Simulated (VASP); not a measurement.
Here is the system:

CeO$_{2}$ has the cubic space group Fm-3m (No. 225), the fluorite structure, Pearson symbol cF12. Cell: a = 5.4636 Å, b = 5.4636 Å, c = 5.4636 Å, α = 90.00°, β = 90.00°, γ = 90.00°. Ce on 4a is surrounded by 8 O at 2.366 Å (cubic). O on 8c has 4 Ce at 2.366 Å (tetrahedral). (Neighbours: up to the widest gap in distance over summed covalent radii, below 1.35, at either atom; cation-cation and far metal-metal contacts left out.)
(The calculation used a cell of 3 atoms; values per cell refer to that cell.)

Method: PBE GGA, VASP's PBE PAW potentials (set 64) (plane waves; VASP). Numerical set-up: 600 eV cut-off, 6×6×6 Γ-centred mesh, Gaussian smearing of 0.050 eV, potentials Ce O.

Each relaxation starts from this cell; other phases were not tried.

Problem. The cell is relaxed at 1 GPa. What happens?

Solution. The volume per atom goes from 13.59 to 13.51 Å³ (-0.6 %), and the cell becomes a = b = c = 5.453 Å, α = β = γ = 90.00°, space group Fm-3m. The gap on the mesh goes from 1.98 to 1.99 eV.

Problem. The cell is relaxed at 5 GPa. What happens?

Solution. The volume per atom goes from 13.59 to 13.23 Å³ (-2.7 %), and the cell becomes a = b = c = 5.4142 Å, α = β = γ = 90.00°, space group Fm-3m. The gap on the mesh goes from 1.98 to 2.06 eV.

Failed runs are left out, and for metals the shear rows, which the mesh's noise covers.

The compound is CeO2 in the fluorite structure. The run is not spin-polarised, so no magnetic state was tried.
